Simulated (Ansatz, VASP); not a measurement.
## GeMo: VASP beside Ansatz

```
Mo Ge
1.0
     2.88347    0.00000    0.00000
     0.00000    2.88347    0.00000
     0.00000    0.00000    2.88347
Mo Ge
1 1
Direct
  0.00000 0.00000 0.00000
  0.50000 0.50000 0.50000
```

Change from the starting cell: volume scaled by 0.8, crystal datasets.

Alike in both runs: task single point; functional r2SCAN; k mesh 14 × 14 × 14; occupations fermi-dirac, width 0.05 eV; no spin polarisation.

```csv
,VASP,Ansatz
version,VASP 6.6.1,Ansatz 0.2.0
potentials or method,"VASP PAW PBE potentials, release 64 (Mo_sv, Ge_d), cutoff 520 eV","all-electron PAW with datasets made for the crystal, scalar-relativistic"
```

|  | VASP | Ansatz | Ansatz less VASP |
| --- | --- | --- | --- |
| pressure (GPa) | 75.6 | 74.3 | -1.28 |

Ansatz ran all-electron here, so the differences hold the error of VASP's frozen core and of both bases.

Caveats: the cell as given lies far from equilibrium; so large a pressure means that the cell lies far from this level's equilibrium, or that cutoff or potentials fall short (VASP); the potentials were made for another functional, which shifts forces and pressure (VASP).
